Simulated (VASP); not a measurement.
```
CELL_PARAMETERS angstrom
      0.00000     1.84110     1.84110
      1.84110     0.00000     1.84110
      1.84110     1.84110     0.00000
ATOMIC_POSITIONS crystal
  Cu 0.00000 0.00000 0.00000
```

The base run (VASP): PBE GGA, plane waves, VASP's PBE PAW potentials (set 64). Numerical set-up: 400 eV cut-off, 15×15×15 Γ-centred mesh, first-order Methfessel-Paxton smearing of 0.10 eV, potentials Cu.

One setting is varied; ΔE counts from the base run. The base run took about 6 core-seconds. The timings are rough (shared machines, no repeats); factors under 2 mean little.

Pressures at a finite cut-off, here 400 eV, hold a Pulay part, which wasn't tested here.

```csv
setting,cost over the base run,electronic steps,ΔE (meV/atom),pressure (GPa)
KPOINTS 2×2×2 Monkhorst-Pack mesh,about 1/3,11,653.7,-0.29
KPOINTS 6×6×6 Monkhorst-Pack mesh,about 1/3,12,9.6,-5.48
KPOINTS 11×11×11 Monkhorst-Pack mesh,within a factor of 2,12,-6.9,-5.95
KPOINTS 8×8×8 Monkhorst-Pack mesh,within a factor of 2,12,-3.3,-5.81
base run,reference,11,0.0,-5.72
```

Left out are runs that failed, have no time on record or changed the cell.

The compound is Cu in the fcc structure. The cell was not relaxed at this level.
